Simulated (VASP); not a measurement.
Given:

```xyz
5
Lattice="4.0594 0.0000 0.0000 0.0000 4.0594 0.0000 0.0000 0.0000 4.0594" Properties=species:S:1:pos:R:3 pbc="T T T"
Ba     0.0000     0.0000     0.0000
Ti     2.0297     2.0297     2.0297
O      2.0297     0.0000     2.0297
O      0.0000     2.0297     2.0297
O      2.0297     2.0297     0.0000
```

These are revPBE GGA, VASP's PBE PAW potentials (set 64) (plane waves; VASP 6.6.1) values and carry that method's errors. Settings: 520 eV cut-off, Gaussian smearing of 0.050 eV, potentials Ba_sv Ti_sv O.

Unless said otherwise, spin-orbit coupling is left out, though it shifts the bands of the heavy elements here.

**Question.** Give the energies of bands 12 to 23 at the high-symmetry points, in eV from the valence-band maximum.

**Answer.** 
```csv
band,Γ,X,M,R
12,-2.31,-3.87,-4.18,-4.36
13,-2.31,-2.68,-3.85,-3.70
14,-2.31,-2.68,-3.72,-3.70
15,-1.02,-1.89,-2.53,-2.41
16,-1.02,-1.78,-2.53,-2.41
17,-1.02,-1.77,-1.72,-2.41
18,-0.18,-1.77,-0.89,0.00
19,-0.18,-0.71,-0.89,0.00
20,-0.18,-0.71,-0.08,0.00
21,1.69,1.82,3.29,3.91
22,1.69,3.29,3.29,3.91
23,1.69,3.29,3.69,3.91
```

The gap is indirect, 1.69 eV, from the valence maximum at R to the conduction minimum at Γ.

Measured: gap 3.20 eV (computed value off by -1.51 eV), as given by Yu-ichiro Matsushita et al., Physical Review B (2011), arXiv:1104.2769.

The compound is BaTiO3 in the cubic perovskite structure, the ideal cubic form; the compound distorts at low or room temperature. It was relaxed first.
